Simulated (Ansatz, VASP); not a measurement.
# WC (Qusongite): VASP beside Ansatz, part 2 of 2

Aim: how closely do two programs agree when they are given the same cell, functional and k mesh? The cell is taken from a series of runs on this material, whose earlier steps may have relaxed, scaled, displaced or heated it; both programs get it as it stands.

VASP 6.6.1 and Ansatz 0.2.0.

So far: The structure; VASP: zone-centre phonons, LDA.

## 3. Ansatz: zone-centre phonons, LDA

Level of this step: Ansatz beside VASP: Kohn-Sham DFT, plane waves, LDA (Ansatz).

Ansatz runs on its PAW soft_1 files.

The same cell, functional (in two slightly different forms), mesh and smearing now go to Ansatz, which takes its cutoff from its data sets.

input.yaml

```yaml
crystal:
  lattice:
    - [2.7983216046, 0.0, 0.0]
    - [-1.3991608023, 2.4234175975, 0.0]
    - [0.0, 0.0, 2.7485633135]
  atoms:
    - { symbol: C, position: [0.6666666667, 0.3333333333, 0.5] }
    - { symbol: W, position: [0.0, 0.0, 0.0] }
kpoints:
  mp_grid: { grid: [18, 18, 16] }
hamiltonian:
  xc: lda
  pseudopotentials: { kind: paw, azcp: { folder: soft_1 }, xc_functional: pbe }
scf:
  occupations: { method: methfessel_paxton, width: 0.2 }
output:
  eigenvalues: true
phonons:
  method: dfpt
```

Run with:

```sh
> ansatz run input.yaml --threads 4 --pin off --max-ram 10240MiB --backend cpu --events-out ev --progress --plain --runs-dir out
```

Numbers of over 12 decimals in the logs are rounded to 6 here.

The log of the run:

```text
zone centre: on kpoints.mp_grid the ground state, and the responses unless they are solved on pairs of k-points, stand on 819 of the mesh's 5184 k-points, reduced under 4 symmetry operations, with k and −k counted as one. Each operation leaves every solved displacement unchanged or reverses it
Engine: ansatz 0.2.0, x86_64-unknown-linux-gnu
Pseudopotentials: kind: paw
Pseudopotential: C, paw, valence charge 4, recommended cutoff 420 eV (normal), soft_1/C.paw.azcp
Pseudopotential: W, paw, valence charge 14, recommended cutoff 420 eV (normal), soft_1/W.paw.azcp
Functional definition: SPW92
  exchange = slater_x
  correlation = pw_c
Crystal: 2 atoms, lattice volume = 18.639 Å³
Basis set: ecut = 420 eV, 381 PW (Γ), exchange–correlation on 40×40×40 points (8 copies of the dense FFT grid, shifted against one another)
Bands: 13, of which v1, the nominal top of the filled ones, is band 9 counted from 1 (8 counted from 0)
Symmetry: 12 space group operations
k-points: 819 of 5184 (irreducible under 4 space group operations, time reversal used)
Non-local potential: C, projectors of the file, l = 0: 2, l = 1: 2, l = 2: 1
Non-local potential: W, projectors of the file, l = 0: 3, l = 1: 2, l = 2: 2, l = 3: 1
PAW form: soft (Blöchl's): semilocal exchange-correlation on the pseudo side does not see the compensation charge
PAW frozen core: C, regenerated for the run's functional, and the local potential with it (the file was generated under x = pbe(κ = 0.804, μ = 0.219515), c = pbe(β = 0.066725))
PAW frozen core: W, regenerated for the run's functional, and the local potential with it (the file was generated under x = pbe(κ = 0.804, μ = 0.219515), c = pbe(β = 0.066725))
PAW one-centre angular grid: C, 110 points (default); XC on 64 Gauss nodes
PAW one-centre angular grid: W, 590 points (default); XC on 64 Gauss nodes
Initial density: superposition of atomic densities (chi_scale 0.1, normalization cell, long waves kept (reshape's long-wave potential 0.00 eV rms))
Initial wavefunctions: pseudopotential atomic-orbital guess
Functional: x = slater, c = lda
SCF iter   1: F=—  HF=-10375.282552 eV  |F-HF|=—  |Δ(HF+E_count)|=         —  Δρ=1.45e-1  dr2=4.82e0  ethr=3.10e-3  ⟨swp⟩=5.0  Hψ=52380  notcnv=0
preconditioner: auto → none  [metal: Δε(μ)=0.017 eV  Ē_g=11.745 eV  σ=0.200 eV  W_gap=0.07  n_scr=8 (ndim 8)  ℏωp=27.2 eV  f_vac=0.000  D(μ)=0.20/eV (n_scr^D=0)  sad-step TF]
SCF iter   2: F=—  HF=-10374.633356 eV  |F-HF|=—  |Δ(HF+E_count)|=   6.49e-1  S|Δr|=    0.00e0  Δρ=1.00e-1  dr2=2.40e0  ethr=3.10e-3  ⟨swp⟩=2.0  Hψ=20267  notcnv=0
SCF iter   3: F=—  HF=-10373.981405 eV  |F-HF|=—  |Δ(HF+E_count)|=   6.52e-1  S|Δr|=    0.00e0  Δρ=5.76e-3  dr2=2.78e-3  ethr=3.10e-3  ⟨swp⟩=2.7  Hψ=19036  notcnv=0
SCF iter   4: F=—  HF=-10373.982847 eV  |F-HF|=—  |Δ(HF+E_count)|=   1.44e-3  S|Δr|=    0.00e0  Δρ=1.14e-3  dr2=1.13e-4  ethr=1.55e-5  ⟨swp⟩=2.8  Hψ=23776  notcnv=0
SCF iter   5: F=—  HF=-10373.982876 eV  |F-HF|=—  |Δ(HF+E_count)|=   2.91e-5  S|Δr|=    0.00e0  Δρ=1.33e-4  dr2=2.17e-6  ethr=6.29e-7  ⟨swp⟩=2.0  Hψ=14554  notcnv=0
SCF iter   6: F=—  HF=-10373.982875 eV  |F-HF|=—  |Δ(HF+E_count)|=   1.11e-6  S|Δr|=    0.00e0  Δρ=1.96e-5  dr2=3.44e-8  ethr=1.21e-8  ⟨swp⟩=2.7  Hψ=17185  notcnv=0
SCF iter   7: F=—  HF=-10373.982875 eV  |F-HF|=—  |Δ(HF+E_count)|=   7.54e-9  S|Δr|=    0.00e0  Δρ=3.97e-6  dr2=1.14e-9  ethr=1.91e-10  ⟨swp⟩=2.2  Hψ=15592  notcnv=0
SCF iter   8: F=-10373.982875 eV  HF=-10373.982875 eV  |F-HF|=7.28e-12  |Δ(HF+E_count)|=  2.11e-10  S|Δr|=    0.00e0  Δρ=3.99e-7  dr2=9.83e-12  ethr=1.00e-12  ⟨swp⟩=4.4  Hψ=52687  notcnv=0
SCF 1 converged in 8 iterations: F = -10373.982875 eV  dr2 = 9.83e-12
  greatest PAW one-centre occupation: 0.999 electrons in one spin orbital (limit 2), on the W atom at site 1 (counted from 0), in its partial waves of l = 0
DFPT response loops at Γ: preconditioner auto → Kerker (q_TF=auto, 2.712 Å⁻¹) (partly filled bands, converged f_vac=0.000); β = 1.00, the filter's whole step (`scf.mixing.beta` (0.50) is not read by the response loops under this deck's `scf.mixing.preconditioner`; to damp them name `kerker` or `kerker_dos`, under which they read `scf.mixing.beta`, and type it under 1.00, their step now; both keys bind the ground state too); Broyden in place of MSR1
SCF converged after 8 iterations
Stability not checked: this state was not tested for a lower state beside it, because cold or Methfessel-Paxton smearing, or corrected tetrahedra, fill the levels in a way that the test cannot read (fill_not_monotonic; see scf.lower_state_search)
Free energy (F): -10373.982875 eV
Harris-Foulkes:  -10373.982875 eV  (|F-HF|=7.28e-12)
Internal energy: -10373.982792 eV  (E = F + TS)
E sigma→0 (E₀):  -10373.982854 eV
Entropy (-TS):   -0.000083 eV (-0.042 meV/atom)
Fermi energy:    22.777773 eV
--- Per-component energies (eV) ---
  E_band       = -21.781705
  E_kinetic    = 520.540443
  E_local      = -530.354983  (includes V_loc(G=0)·N_el)
  E_nonlocal   = 4.558180
  E_hartree    = 227.714773
  E_xc         = -317.162787
  E_vxc        = -295.122681  (∫ρ·V_xc dr)
  E_paw        = -8417.719607  (= ΣΔE_a)
  E_vpaw       = -176.832316  (= ΣTr[D̂ρ^β])
  E_aug_tail   = 0.000148  (compensation charges beyond the density's cutoff)
  E_ewald      = -1861.905040
  E_core_change = 0.346082  (= ΣΔE_core)
  E_smearing   = -0.000083  (= −TS)
  E_closure    = 0.000000  (closes the sum)
  Σ components = -10373.982875   (vs F -10373.982875, Δ=0.00e0)
--- Band table (eV; the first three rows and the last of 819) ---
  k-point 0: bands = [... 5 lower, 17.7700, 18.9759, 18.9759, 22.8285, 26.4446, 26.4446, 28.9226, 28.9226]
  k-point 1: bands = [... 5 lower, 17.7473, 19.0242, 19.0242, 22.8109, 26.0225, 26.0225, 29.1891, 29.1891]
  k-point 2: bands = [... 5 lower, 17.6274, 19.1661, 19.1661, 22.8440, 25.1605, 25.1605, 29.5493, 29.5493]
  k-point 818: bands = [... 5 lower, 15.5975, 16.5629, 20.7916, 21.3754, 28.5239, 29.0436, 29.8240, 33.4495]
--- Phonons (Γ-DFPT): 4 representative perturbations + reference, on 819 of 5184 k-points (Σ response iterations 12) ---
  k mesh reduced under 4 symmetry operations, with k and −k counted as one. Each operation leaves every solved displacement unchanged or reverses it
  ASR residual: 2.692e-4 → 0.000e0 eV/Å²; symmetrization residual: 1.216e-6 eV/Å²
  ASR residual per site (eV/Å²): 1.41e-4 2.69e-4
  Γ frequencies (cm⁻¹): 0.00 0.00 0.00 713.09 714.20 714.20
  non-analytic LO–TO correction: not included (Born effective charges unavailable; polar crystals: no LO–TO splitting at Γ)
```

## 4. Side by side

Known differences besides the potentials themselves: the data sets hold 18 valence electrons in Ansatz (on its PAW soft_1 files) and 10 in VASP; the cutoff is 420 eV in Ansatz and 600 eV in VASP; VASP's log shows a relativistic correction to its local exchange, Ansatz's none. Total energies have different zeros and are not compared.

Zone-centre modes by rising frequency (cm⁻¹; imaginary ones negative):

```
program                               modes
 Ansatz  0.0, 0.0, 0.0, 713.1, 714.2, 714.2
   VASP  0.0, 0.0, 0.0, 724.1, 724.1, 725.3
```

The two lists differ in the order or number of single and degenerate modes, so they aren't paired one by one; the r.m.s. figure in the results sets the two lists side by side in order.

## 5. Outcome

| Item | Value |
| --- | --- |
| r.m.s. difference of the optical zone-centre modes, each program's sorted by frequency (zone-centre phonons, LDA) | 11 cm⁻¹ |

What this shows: The r.m.s. difference of the optical zone-centre modes, each program's sorted by frequency is 11 cm⁻¹ (zone-centre phonons, LDA). The data sets hold unlike numbers of valence electrons (18 in Ansatz and 10 in VASP), so part of the differences comes from the potentials. Such differences can come from data sets, numerical settings and the points named under the comparisons, not from the functional's error against experiment.

[Lines on the potential files, build, host, timing and source positions are cut from VASP's logs without a mark.]

[Logs are printed without paths, hosts, clocks, repeated set-up lines and the standing remarks that a program may print on its own settings, such as how far it seeks lower states.]

[Hosts, paths, dates, database ids (printed as entryN), source tags and the programs' standing remarks are cut or masked in the printed files.]
